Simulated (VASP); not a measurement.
Crystal: LuSb.

```
Lu Sb
1.0
     0.00000    3.03933    3.03933
     3.03933    0.00000    3.03933
     3.03933    3.03933    0.00000
Lu Sb
1 1
Direct
  0.00000 0.00000 0.00000
  0.50000 0.50000 0.50000
```

The cell is a database's computed one.

| Property | Result |
| --- | --- |
| Program | VASP 6.6.1 |
| Task | relaxation of cell and atoms |
| Functional | PBEsol |
| Potentials or basis | VASP PAW PBE potentials, release 64 (Lu, Sb) |
| Cutoff | 600 eV |
| k mesh | 10 × 10 × 10 |
| Occupations | methfessel-paxton, width 0.1 eV |
| Spin | no spin polarisation |

At the start: pressure -2.3 GPa; volume 28.08 Å³/atom.

Task: Where does the relaxation end?

Result: Over 6 steps the energy falls by 8.1 meV/atom and the volume is 27.05 Å³/atom (-3.7 %); space group Fm-3m (No. 225, to 0.05 Å).

The path:
| step | energy change (eV) | largest force (eV/Å) | pressure (GPa) | volume (Å³) |
| --- | --- | --- | --- | --- |
| 1 | 0.0000 | 0.0000 | -2.31 | 56.15 |
| 2 | -0.0110 | 0.0000 | 1.53 | 52.93 |
| 3 | -0.0162 | 0.0000 | 0.13 | 54.03 |
| 4 | -0.0162 | 0.0000 | -0.08 | 54.14 |
| 5 | -0.0162 | 0.0000 | -0.08 | 54.10 |
| 6 | -0.0162 | 0.0000 | -0.02 | 54.10 |

Final structure:
```
Lu Sb
1.0
     0.00000    3.00185    3.00185
     3.00185    0.00000    3.00185
     3.00185    3.00185    0.00000
Lu Sb
1 1
Direct
  0.00000 0.00000 0.00000
  0.50000 0.50000 0.50000
```

Caveat: the PAW data sets were made with another functional, which shifts forces and pressure a little.
